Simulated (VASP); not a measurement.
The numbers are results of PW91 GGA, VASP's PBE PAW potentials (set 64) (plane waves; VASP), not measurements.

VASP input:

### KPOINTS
```
Automatic mesh
0
Gamma
 8 8 8
0 0 0
```

**INCAR**
```
SYSTEM = CuI
PREC = Accurate
ENCUT = 520
EDIFF = 1E-7
NELM = 100
ALGO = Normal
LREAL = .FALSE.
LASPH = .TRUE.
ISMEAR = 0
SIGMA = 0.05
GGA = 91
LMAXMIX = 4
LWAVE = .FALSE.
LCHARG = .FALSE.
ISIF = 2
```

**POSCAR**
```
CuI
6.0184150
  0.0000000000   0.4999999780   0.4999999780
  0.4999999780   0.0000000000   0.4999999780
  0.4999999780   0.4999999780   0.0000000000
Cu I
1 1
direct
  0.0000000000   0.0000000000   1.0000000000
  0.2500000000   0.2500000000   0.2500000000
```

POTCAR, in this order: Cu I (PBE.64 set). Program: vasp_std.

What VASP printed:

**OSZICAR**
```
       N       E                     dE             d eps       ncg     rms          rms(c)
DAV:   1     0.105882369212E+03    0.10588E+03   -0.80886E+03   759   0.149E+03
DAV:   2     0.188709140140E+01   -0.10400E+03   -0.98443E+02   754   0.263E+02
DAV:   3    -0.558409136628E+01   -0.74712E+01   -0.73689E+01  1032   0.833E+01
DAV:   4    -0.583010763188E+01   -0.24602E+00   -0.24589E+00   930   0.129E+01
DAV:   5    -0.583629690571E+01   -0.61893E-02   -0.61891E-02  1084   0.218E+00    0.544E+00
DAV:   6    -0.575530104249E+01    0.80996E-01   -0.35834E+00   793   0.553E+01    0.346E+00
DAV:   7    -0.561019378822E+01    0.14511E+00   -0.80307E-01   819   0.328E+01    0.178E+00
DAV:   8    -0.561222421564E+01   -0.20304E-02   -0.50854E-02  1117   0.391E+00    0.448E-01
DAV:   9    -0.560885104595E+01    0.33732E-02   -0.15546E-02   939   0.399E+00    0.152E-01
DAV:  10    -0.560899610715E+01   -0.14506E-03   -0.74373E-04   909   0.233E-01    0.799E-02
DAV:  11    -0.560903487427E+01   -0.38767E-04   -0.53419E-04   963   0.744E-01    0.367E-02
DAV:  12    -0.560902929479E+01    0.55795E-05   -0.63640E-05  1175   0.181E-01    0.317E-02
DAV:  13    -0.560902707961E+01    0.22152E-05   -0.48753E-06  1146   0.523E-02    0.137E-02
DAV:  14    -0.560902621185E+01    0.86776E-06   -0.61799E-06  1083   0.760E-02    0.160E-03
DAV:  15    -0.560902654728E+01   -0.33543E-06   -0.88688E-07   804   0.645E-03    0.434E-03
DAV:  16    -0.560902650781E+01    0.39469E-07   -0.23811E-08   422   0.151E-03
   1 F= -.56090265E+01 E0= -.56090265E+01  d E =-.170419E-16
```

OUTCAR:
```
------------------------ aborting loop because EDIFF is reached ----------------------------------------
  FORCE on cell =-STRESS in cart. coord.  units (eV):
  Direction    XX          YY          ZZ          XY          YZ          ZX
  --------------------------------------------------------------------------------------
  Total        0.4352062      0.4352062      0.4352062     -0.0000000      0.0000000      0.0000000
  in kB       12.7943817     12.7943817     12.7943817     -0.0000000      0.0000000      0.0000000
  external PRESSURE =      12.7943817 kB  Pullay stress =       0.0000000 kB
  volume of cell :       54.50
      direct lattice vectors                 reciprocal lattice vectors
     0.000000000  3.009207367  3.009207367    -0.166156711  0.166156711  0.166156711
     3.009207367  0.000000000  3.009207367     0.166156711 -0.166156711  0.166156711
     3.009207367  3.009207367  0.000000000     0.166156711  0.166156711 -0.166156711
  FREE ENERGIE OF THE ION-ELECTRON SYSTEM (eV)
  ---------------------------------------------------
  free  energy   TOTEN  =        -5.6090265078 eV

  energy  without entropy=       -5.6090265078  energy(sigma->0) =       -5.60902651
```
(Selected blocks of OUTCAR.)

The compound is CuI in the zinc blende structure. This cell is one point of a volume scan, at 0.97 of the reference volume.
